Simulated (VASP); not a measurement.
These are PBEsol GGA, VASP's PBE PAW potentials (set 64) (plane waves; VASP) values and carry that method's errors.

The input files of a VASP run:

KPOINTS:
```
k-points along high-symmetry lines
15
Line-mode
Reciprocal
  0.000000   0.000000   0.000000 ! GAMMA
  0.000000   0.500000   0.000000 ! X

  0.000000   0.500000   0.000000 ! X
  0.500000   0.500000   0.000000 ! M

  0.500000   0.500000   0.000000 ! M
  0.000000   0.000000   0.000000 ! GAMMA

  0.000000   0.000000   0.000000 ! GAMMA
  0.500000   0.500000   0.500000 ! R

  0.500000   0.500000   0.500000 ! R
  0.000000   0.500000   0.000000 ! X

  0.500000   0.500000   0.500000 ! R
  0.500000   0.500000   0.000000 ! M
```

### INCAR
```
! general
SYSTEM  = CsSnI3
PREC    = Accurate
ENCUT   = 400   ! plane-wave cut-off (eV)
LREAL   = .FALSE.   ! projection in real space or not
LASPH   = .TRUE.   ! aspherical one-centre terms
ICHARG  = 11   ! fixed density

! electronic loop
EDIFF   = 1E-7   ! SCF stop (eV)
NELM    = 100   ! most electronic steps
ALGO    = Normal
LMAXMIX = 4

! smearing
ISMEAR  = 0
SIGMA   = 0.05

! functional
GGA     = PS

! output
LWAVE   = .FALSE.
LCHARG  = .FALSE.
LORBIT  = 11   ! lm-projected
```

### POSCAR
```
CsSnI3
1
    6.1569952078     0.0000000000     0.0000000000
    0.0000000000     6.1569952078     0.0000000000
    0.0000000000     0.0000000000     6.1569952078
Cs Sn I
1 1 3
Direct
  0.0000000000   0.0000000000   0.0000000000
  0.5000000000   0.5000000000   0.5000000000
  0.5000000000   0.0000000000   0.5000000000
  0.0000000000   0.5000000000   0.5000000000
  0.5000000000   0.5000000000   0.0000000000
```

POTCAR, in this order: Cs_sv Sn_d I (PBE.64 set). Program: vasp_std. Read from the step before: CHGCAR.

The run wrote:

File OUTCAR:
```
 ion  position               nearest neighbor table
   1  0.000  0.000  0.000-
   2  0.500  0.500  0.500-   3 3.08   4 3.08   5 3.08   5 3.08   3 3.08   4 3.08
   3  0.500  0.000  0.500-   2 3.08   2 3.08
   4  0.000  0.500  0.500-   2 3.08   2 3.08
   5  0.500  0.500  0.000-   2 3.08   2 3.08
  LATTYP: Found a simple cubic cell.
 ALAT       =     6.1569952078
 Subroutine PRICEL returns:
 Original cell was already a primitive cell.
 Subroutine GETGRP returns: Found 48 space group operations
The static configuration has the point symmetry O_h .
The dynamic configuration has the point symmetry O_h .
 Subroutine INISYM returns: Found 48 space group operations
   k-points           NKPTS =     90   k-points in BZ     NKDIM =     90   number of bands    NBANDS=     26
   number of dos      NEDOS =    301   number of ions     NIONS =      5
   total plane-waves  NPLWV =  64000
   dimension x,y,z NGX =    40 NGY =   40 NGZ =   40
   dimension x,y,z NGXF=    80 NGYF=   80 NGZF=   80
   ions per type =               1   1   3
   PREC   = accura    normal or accurate (medium, high low for compatibility)
   ISTART =      0    job   : 0-new  1-cont  2-samecut
   ICHARG =     11    charge: 1-file 2-atom 10-const
   ISPIN  =      1    spin polarized calculation?
   LNONCOLLINEAR =      F non collinear calculations
...
```

**OSZICAR**
```
       N       E                     dE             d eps       ncg     rms          rms(c)
DAV:   1     0.321511141045E+03    0.32151E+03   -0.16120E+04  4712   0.128E+03
DAV:   2     0.242691585094E+02   -0.29724E+03   -0.29126E+03  5728   0.282E+02
DAV:   3    -0.128217757618E+02   -0.37091E+02   -0.36461E+02  5574   0.113E+02
DAV:   4    -0.142466120806E+02   -0.14248E+01   -0.14197E+01  5828   0.260E+01
DAV:   5    -0.142901538816E+02   -0.43542E-01   -0.43522E-01  6940   0.433E+00
DAV:   6    -0.142908770197E+02   -0.72314E-03   -0.72311E-03  6200   0.466E-01
DAV:   7    -0.142908963983E+02   -0.19379E-04   -0.19379E-04  6966   0.725E-02
DAV:   8    -0.142908969388E+02   -0.54053E-06   -0.53998E-06  6184   0.906E-03
DAV:   9    -0.142908969552E+02   -0.16452E-07   -0.16881E-07  4492   0.139E-03
   1 F= -.14290897E+02 E0= -.14290655E+02  d E =-.484655E-03
```

File OUTCAR:
```
 val. band max:        3.0757525532   @ k =   0.5000   0.5000   0.5000

 cond. band min:       3.2159559897   @ k =   0.5000   0.5000   0.5000



 k-point     1 :       0.0000    0.0000    0.0000
  band No.  band energies     occupation
      1     -19.2997      2.00000
      2     -19.0420      2.00000
      3     -19.0420      2.00000
      4     -19.0173      2.00000
      5     -19.0173      2.00000
      6     -19.0173      2.00000
      7     -10.4417      2.00000
      8      -9.6610      2.00000
      9      -9.6610      2.00000
     10      -6.0785      2.00000
     11      -6.0785      2.00000
     12      -6.0785      2.00000
     13      -3.2891      2.00000
     14      -1.8961      2.00000
     15      -1.8961      2.00000
     16      -1.8961      2.00000
     17       0.5809      2.00000
     18       0.5809      2.00000
     19       0.5809      2.00000
     20       0.7561      2.00000
     21       0.7561      2.00000
     22       0.7561      2.00000
     23       5.0181      0.00000
     24       5.9398      0.00000
     25       5.9399      0.00000
     26       6.2628      0.00000

 k-point     2 :       0.0000    0.0357    0.0000
  band No.  band energies     occupation
      1     -19.2997      2.00000
      2     -19.0420      2.00000
      3     -19.0420      2.00000
      4     -19.0174      2.00000
      5     -19.0174      2.00000
      6     -19.0173      2.00000
      7     -10.4399      2.00000
      8      -9.6633      2.00000
      9      -9.6610      2.00000
     10      -6.0785      2.00000
     11      -6.0785      2.00000
     12      -6.0783      2.00000
     13      -3.3142      2.00000
     14      -1.8947      2.00000
     15      -1.8947      2.00000
     16      -1.8596      2.00000
     17       0.5784      2.00000
     18       0.5785      2.00000
     19       0.5785      2.00000
     20       0.7534      2.00000
     21       0.7534      2.00000
     22       0.7537      2.00000
     23       5.0324      0.00000
...
```

The density is held fixed in this step, so its total energy and stress have no physical meaning. Unless said otherwise, spin-orbit coupling is left out, though it shifts the bands of the heavy elements here.

The compound is CsSnI3 in the cubic perovskite structure, the ideal cubic form; the compound distorts at low or room temperature. It was relaxed first.
